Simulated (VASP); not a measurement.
Crystal: Pt.

```xyz
1
Lattice="0.0000 1.9609 1.9609 1.9609 0.0000 1.9609 1.9609 1.9609 0.0000" Properties=species:S:1:pos:R:3 pbc="T T T"
Pt    0.0000    0.0000    0.0000
```

```yaml
Program: VASP 6.6.1
Task: relaxation of cell and atoms
Functional: PBE
Potentials_or_basis: VASP PAW PBE potentials, release 64 (Pt)
Cutoff: 600 eV
k_mesh: 16 × 16 × 16
Occupations: methfessel-paxton, width 0.1 eV
Spin: no spin polarisation
```

At the start: pressure 9.4 GPa; volume 15.08 Å³/atom.

**Question.** Where does the relaxation end?

**Answer.** Over 4 steps the energy falls by 14.9 meV/atom and the volume is 15.61 Å³/atom (+3.5 %); space group Fm-3m (No. 225, to 0.05 Å).

Step by step:
| step | energy change (eV) | largest force (eV/Å) | pressure (GPa) | volume (Å³) |
| --- | --- | --- | --- | --- |
| 1 | 0.0000 | 0.0000 | 9.45 | 15.08 |
| 2 | 0.0775 | 0.0000 | -17.81 | 17.10 |
| 3 | -0.0149 | 0.0000 | -0.29 | 15.62 |
| 4 | -0.0149 | 0.0000 | -0.04 | 15.61 |

Final structure:
```
Pt
1.0
     0.00000    1.98349    1.98349
     1.98349    0.00000    1.98349
     1.98349    1.98349    0.00000
Pt
1
Cartesian
  0.0000 0.0000 0.0000
```
